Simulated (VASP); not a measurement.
Calculation: LDA (Ceperley-Alder, Perdew-Zunger), VASP's LDA PAW potentials (set 64) (plane waves; VASP).

A VASP calculation is set up with these files.

**INCAR**
```
PREC = Accurate
LWAVE = .FALSE.
ALGO = Normal   # blocked Davidson
SIGMA = 0.1   # width (eV)
LCHARG = .FALSE.
SYSTEM = CoAl
LMAXMIX = 4   # l cut-off of mixed one-centre charges
ENCUT = 520
NELM = 100   # most electronic steps
EDIFFG = -0.01   # ionic stop
LASPH = .TRUE.
NSW = 60   # most ionic steps
ISIF = 3   # ions, shape and volume
EDIFF = 1E-6   # SCF stop (eV)
ISMEAR = 1   # Methfessel-Paxton
IBRION = 2   # conjugate gradients
LREAL = .FALSE.
```

### POSCAR
```
CoAl
1.0
  2.8600000000   0.0000000000   0.0000000000
  0.0000000000   2.8600000000   0.0000000000
  0.0000000000   0.0000000000   2.8600000000
Al Co
1 1
Direct
  0.5000000000   0.5000000000   0.5000000000
  0.0000000000   0.0000000000   0.0000000000
```

### KPOINTS
```
Automatic
0
gamma
11 11 11
```

POTCAR, in this order: Al Co (LDA.64 set). Program: vasp_std.

What VASP printed:

**OSZICAR**
```
       N       E                     dE             d eps       ncg     rms          rms(c)
DAV:   1     0.348542487365E+02    0.34854E+02   -0.53887E+03  1120   0.127E+03
DAV:   2    -0.140029907209E+02   -0.48857E+02   -0.46517E+02  1132   0.191E+02
DAV:   3    -0.152535304990E+02   -0.12505E+01   -0.12391E+01  1300   0.404E+01
DAV:   4    -0.152762490578E+02   -0.22719E-01   -0.22708E-01  1368   0.491E+00
DAV:   5    -0.152768614572E+02   -0.61240E-03   -0.61239E-03  1282   0.776E-01    0.123E+01
DAV:   6    -0.180943051136E+02   -0.28174E+01   -0.71599E+01  1288   0.128E+02    0.181E+01
DAV:   7    -0.136694226679E+02    0.44249E+01   -0.32013E+01  1238   0.818E+01    0.187E+00
DAV:   8    -0.136596909239E+02    0.97317E-02   -0.23869E-01  1166   0.419E+00    0.122E+00
DAV:   9    -0.136439425656E+02    0.15748E-01   -0.43271E-02  1358   0.284E+00    0.334E-01
DAV:  10    -0.136433164537E+02    0.62611E-03   -0.15917E-03  1334   0.574E-01    0.137E-01
DAV:  11    -0.136433017356E+02    0.14718E-04   -0.74352E-05  1650   0.106E-01    0.375E-02
DAV:  12    -0.136432933125E+02    0.84231E-05   -0.40701E-05  1366   0.931E-02    0.538E-03
DAV:  13    -0.136432932330E+02    0.79488E-07   -0.60895E-07   604   0.724E-03
   1 F= -.13643293E+02 E0= -.13643221E+02  d E =-.136433E+02
       N       E                     dE             d eps       ncg     rms          rms(c)
DAV:   1    -0.169049743658E+02   -0.32617E+01   -0.46160E+01  1224   0.119E+02    0.169E+01
DAV:   2    -0.198127589121E+02   -0.29078E+01   -0.10811E+02  1262   0.168E+02    0.198E+01
DAV:   3    -0.137129728435E+02    0.60998E+01   -0.44837E+01  1238   0.104E+02    0.377E+00
DAV:   4    -0.136895256473E+02    0.23447E-01   -0.39755E-01  1158   0.574E+00    0.273E+00
DAV:   5    -0.136478832111E+02    0.41642E-01   -0.11840E-01  1442   0.454E+00    0.940E-01
DAV:   6    -0.136461513590E+02    0.17319E-02   -0.48939E-03  1242   0.104E+00    0.231E-01
DAV:   7    -0.136461733572E+02   -0.21998E-04   -0.98955E-05  1450   0.150E-01    0.108E-01
DAV:   8    -0.136461352098E+02    0.38147E-04   -0.25435E-04  1346   0.233E-01    0.116E-02
DAV:   9    -0.136461353463E+02   -0.13645E-06   -0.24596E-06  1072   0.165E-02
   2 F= -.13646135E+02 E0= -.13645743E+02  d E =-.284211E-02
       N       E                     dE             d eps       ncg     rms          rms(c)
DAV:   1    -0.144824006583E+02   -0.83627E+00   -0.11704E+01  1200   0.632E+01    0.769E+00
DAV:   2    -0.154586379461E+02   -0.97624E+00   -0.30606E+01  1330   0.837E+01    0.105E+01
DAV:   3    -0.137295414561E+02    0.17291E+01   -0.11529E+01  1296   0.545E+01    0.157E+00
DAV:   4    -0.137166150136E+02    0.12926E-01   -0.54573E-02  1140   0.281E+00    0.978E-01
DAV:   5    -0.137066421296E+02    0.99729E-02   -0.19920E-02  1672   0.157E+00    0.144E-01
DAV:   6    -0.137066478301E+02   -0.57005E-05   -0.23078E-04  1154   0.186E-01    0.602E-02
DAV:   7    -0.137066507071E+02   -0.28769E-05   -0.67195E-06  1462   0.296E-02    0.748E-03
DAV:   8    -0.137066501754E+02    0.53161E-06   -0.18092E-06   598   0.186E-02
   3 F= -.13706650E+02 E0= -.13706379E+02  d E =-.633569E-01
       N       E                     dE             d eps       ncg     rms          rms(c)
DAV:   1    -0.137070301203E+02   -0.37941E-03   -0.52752E-03  1208   0.131E+00    0.177E-01
DAV:   2    -0.137076879468E+02   -0.65783E-03   -0.15912E-02  1270   0.193E+00    0.259E-01
DAV:   3    -0.137066614158E+02    0.10265E-02   -0.71097E-03  1268   0.131E+00    0.271E-02
DAV:   4    -0.137066510360E+02    0.10380E-04   -0.33770E-05  1134   0.631E-02    0.545E-03
DAV:   5    -0.137066507398E+02    0.29623E-06   -0.16146E-06   624   0.178E-02
   4 F= -.13706651E+02 E0= -.13706376E+02  d E =-.633575E-01
```

OUTCAR:
```
------------------------ aborting loop because EDIFF is reached ----------------------------------------
  FORCE on cell =-STRESS in cart. coord.  units (eV):
  Direction    XX          YY          ZZ          XY          YZ          ZX
  --------------------------------------------------------------------------------------
  Total        0.0194140      0.0194140      0.0194140     -0.0000000      0.0000000      0.0000000
  in kB        1.4252333      1.4252333      1.4252333     -0.0000000      0.0000000      0.0000000
  external PRESSURE =       1.4252333 kB  Pullay stress =       0.0000000 kB
  volume of cell :       21.82
      direct lattice vectors                 reciprocal lattice vectors
     2.794557979  0.000000000 -0.000000000     0.357838344  0.000000000 -0.000000000
    -0.000000000  2.794557979 -0.000000000    -0.000000000  0.357838344 -0.000000000
     0.000000000  0.000000000  2.794557979     0.000000000  0.000000000  0.357838344
 POSITION                                       TOTAL-FORCE (eV/Angst)
 -----------------------------------------------------------------------------------
      1.39728      1.39728      1.39728        -0.000000     -0.000000      0.000000
      0.00000      0.00000      0.00000         0.000000      0.000000     -0.000000
 -----------------------------------------------------------------------------------
    total drift:                                0.000000      0.000000      0.000000
  FREE ENERGIE OF THE ION-ELECTRON SYSTEM (eV)
  ---------------------------------------------------
  free  energy   TOTEN  =       -13.7066507398 eV

  energy  without entropy=      -13.7058251884  energy(sigma->0) =      -13.70637556

 reached required accuracy - stopping structural energy minimisation
```
(Selected blocks of OUTCAR.)

File CONTCAR:
```
CoAl
   1.00000000000000
     2.7945579786210097    0.0000000000000000   -0.0000000000000000
    -0.0000000000000000    2.7945579786210097   -0.0000000000000000
     0.0000000000000000    0.0000000000000000    2.7945579786210097
  Al              Co
     1     1
Direct
     0.5000000000000000    0.5000000000000000    0.5000000000000000
     0.0000000000000000    0.0000000000000000    0.0000000000000000
```

Energy and stress use the plane-wave basis of the starting cell.

The compound is CoAl in the CsCl type structure. This run relaxes it. Symmetry was kept, so distortions that lower it aren't found. The run is not spin-polarised, so no magnetic state was tried.
